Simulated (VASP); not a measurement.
Given:

```xyz
2
Lattice="2.8622 0.0000 0.0000 0.0000 2.8622 0.0000 0.0000 0.0000 2.8622" Properties=species:S:1:pos:R:3 pbc="T T T"
Al     1.4311     1.4311     1.4311
Ni     0.0000     0.0000     0.0000
```

Level of theory: PBE GGA with D4 dispersion, VASP's PBE PAW potentials (set 64) (plane waves; VASP). Numerical set-up: 520 eV cut-off, 14×14×14 Γ-centred mesh, tetrahedra with Blöchl corrections, potentials Al Ni.

Task: Predict the energy per atom (σ→0), band gap (on the k-mesh) with the smallest direct gap where there is one.

Result: 
```json
{
  "band gap (on the k-mesh)": "none (metal, semimetal or under 0.01 eV)",
  "energy per atom (σ→0)": "-5.712 eV/atom"
}
```

Total energies compare only between runs with the same potentials, cut-off and functional.

The compound is NiAl in the CsCl type structure. It was relaxed first. The run is not spin-polarised, so no magnetic state was tried. The electron count is odd and the run is not spin-polarised, which forces a metal.
